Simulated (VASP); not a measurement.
Output of a VASP run:

OSZICAR:
```
       N       E                     dE             d eps       ncg     rms          rms(c)
DAV:   1     0.665332292732E+03    0.66533E+03   -0.26188E+04  1968   0.259E+03
DAV:   2     0.558222423476E+02   -0.60951E+03   -0.59107E+03  2119   0.676E+02
DAV:   3    -0.392676803581E+02   -0.95090E+02   -0.93959E+02  2154   0.227E+02
DAV:   4    -0.439193609616E+02   -0.46517E+01   -0.46313E+01  2232   0.559E+01
DAV:   5    -0.440718244845E+02   -0.15246E+00   -0.15238E+00  2231   0.103E+01    0.159E+01
DAV:   6    -0.375619396917E+02    0.65099E+01   -0.26749E+01  3007   0.743E+01    0.571E+00
DAV:   7    -0.376669036297E+02   -0.10496E+00   -0.21378E+00  2070   0.878E+00    0.323E+00
DAV:   8    -0.376445327387E+02    0.22371E-01   -0.32763E-01  2798   0.509E+00    0.807E-01
DAV:   9    -0.376282581513E+02    0.16275E-01   -0.92943E-02  2959   0.394E+00    0.150E-01
DAV:  10    -0.376289019899E+02   -0.64384E-03   -0.62608E-03  2790   0.823E-01    0.492E-02
DAV:  11    -0.376289507654E+02   -0.48776E-04   -0.40816E-04  2963   0.227E-01    0.196E-02
DAV:  12    -0.376289550007E+02   -0.42354E-05   -0.28585E-05  2198   0.375E-02    0.149E-02
DAV:  13    -0.376289512252E+02    0.37755E-05   -0.15496E-05  2958   0.448E-02    0.231E-03
DAV:  14    -0.376289515689E+02   -0.34367E-06   -0.11737E-06  2347   0.841E-03    0.998E-04
DAV:  15    -0.376289516489E+02   -0.80078E-07   -0.30095E-08  1455   0.172E-03
   1 F= -.37628952E+02 E0= -.37628952E+02  d E =0.000000E+00
```

OUTCAR:
```
------------------------ aborting loop because EDIFF is reached ----------------------------------------
  FORCE on cell =-STRESS in cart. coord.  units (eV):
  Direction    XX          YY          ZZ          XY          YZ          ZX
  --------------------------------------------------------------------------------------
  Total        0.0130420      0.0130420      0.0392956      0.0000000      0.0000000      0.0000000
  in kB        0.2765444      0.2765444      0.8332277      0.0000000      0.0000000      0.0000000
  external PRESSURE =       0.4621055 kB  Pullay stress =       0.0000000 kB
  volume of cell :       75.56
      direct lattice vectors                 reciprocal lattice vectors
     4.827500897  0.000000000  0.000000000     0.207146518  0.000000000  0.000000000
     0.000000000  4.827500897  0.000000000     0.000000000  0.207146518  0.000000000
     0.000000000  0.000000000  3.242246805     0.000000000  0.000000000  0.308428093
 POSITION                                       TOTAL-FORCE (eV/Angst)
 -----------------------------------------------------------------------------------
      0.00000      0.00000      0.00000        -0.000000      0.000000     -0.000000
      2.41375      2.41375      1.62112        -0.000000      0.000000     -0.000000
      1.47962      1.47962      0.00000        -0.003225     -0.003225     -0.000000
      3.89337      0.93413      1.62112        -0.003225      0.003225     -0.000000
      0.93413      3.89337      1.62112         0.003225     -0.003225     -0.000000
      3.34788      3.34788      0.00000         0.003225      0.003225      0.000000
 -----------------------------------------------------------------------------------
    total drift:                                0.000000      0.000000      0.000000
  FREE ENERGIE OF THE ION-ELECTRON SYSTEM (eV)
  ---------------------------------------------------
  free  energy   TOTEN  =       -37.6289516489 eV

  energy  without entropy=      -37.6289516489  energy(sigma->0) =      -37.62895165

 total charge

# of ion       s       p       d       tot
------------------------------------------
    1        0.879   1.024  10.329  12.232
    2        0.879   1.024  10.329  12.232
    3        1.557   3.482   0.000   5.040
    4        1.557   3.482   0.000   5.040
    5        1.557   3.482   0.000   5.040
    6        1.557   3.482   0.000   5.040
--------------------------------------------------
tot          7.988  15.976  20.658  44.622
```
(Selected blocks of OUTCAR.)

**POSCAR**
```
SnO2
1
    4.8275008971     0.0000000000     0.0000000000
    0.0000000000     4.8275008971     0.0000000000
    0.0000000000     0.0000000000     3.2422468052
Sn O
2 4
Direct
  1.0000000000   1.0000000000   1.0000000000
  0.5000000000   0.5000000000   0.5000000000
  0.3064990390   0.3064990390   0.0000000000
  0.8064990390   0.1935009610   0.5000000000
  0.1935009610   0.8064990390   0.5000000000
  0.6935009610   0.6935009610   0.0000000000
```

Q: Reconstruct the remaining input files.

A: One answer among several that fit: the input of the run itself, PW91 GGA, plane waves, VASP's PBE PAW potentials (set 64).

### INCAR
```
SYSTEM = SnO2
PREC = Accurate
ENCUT = 520
EDIFF = 1E-7
NELM = 100
ALGO = Normal
LREAL = .FALSE.
LASPH = .TRUE.
ISMEAR = -5
GGA = 91
LMAXMIX = 4
LWAVE = .FALSE.
LCHARG = .TRUE.
LORBIT = 11
NEDOS = 601
ISIF = 2
```

File KPOINTS:
```
K-points
0
Gamma
 5 5 8
0 0 0
```

POTCAR, in this order: Sn_d O (PBE.64 set). Program: vasp_std.

The compound is SnO2 in the rutile structure. It was relaxed first, which changed the volume by +5 %.
